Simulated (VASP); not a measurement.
Here is the system:

```yaml
crystal:
  lattice:
    - [0.00000, 2.97688, 2.97688]
    - [2.97688, 0.00000, 2.97688]
    - [2.97688, 2.97688, 0.00000]
  atoms:
    - { symbol: Ca, position: [0.00000, 0.00000, 0.00000] }
    - { symbol: Se, position: [0.50000, 0.50000, 0.50000] }
```

All values below come from TPSS meta-GGA, VASP's PBE PAW potentials (set 64) (plane waves; VASP). Numerical set-up: 520 eV cut-off, 9×9×9 Γ-centred mesh, tetrahedra with Blöchl corrections, potentials Ca_sv Se.

Task: Tabulate the total density of states (states/eV per cell) against energy (eV; zero at the valence-band maximum or, without a gap, the Fermi level).

Result: 
```
E (eV) | DOS (states/eV)
    -9.95 |  0.00
    -9.28 |  0.00
    -8.60 |  0.00
    -8.03 |  0.00
    -7.36 |  0.00
    -6.68 |  0.00
    -6.12 |  0.00
    -5.44 |  0.00
    -4.76 |  0.00
    -4.09 |  0.00
    -3.41 |  0.00
    -2.85 | ###### 1.05
    -2.17 | #### 0.62
    -1.49 | ############ 2.08
    -0.93 | ################## 3.17
    -0.25 | ## 0.38
     0.42 |  0.00
     1.10 |  0.00
     1.78 |  0.00
     2.34 |  0.08
     3.02 | ### 0.48
     3.70 | ####### 1.27
     4.26 | ############ 2.02
     4.94 | ########## 1.65
     5.61 | ############################## 5.16
```
Within 2 eV below the valence-band maximum the largest weight inside VASP's projection spheres is Se p.

The compound is CaSe in the rock salt structure. It was relaxed first.
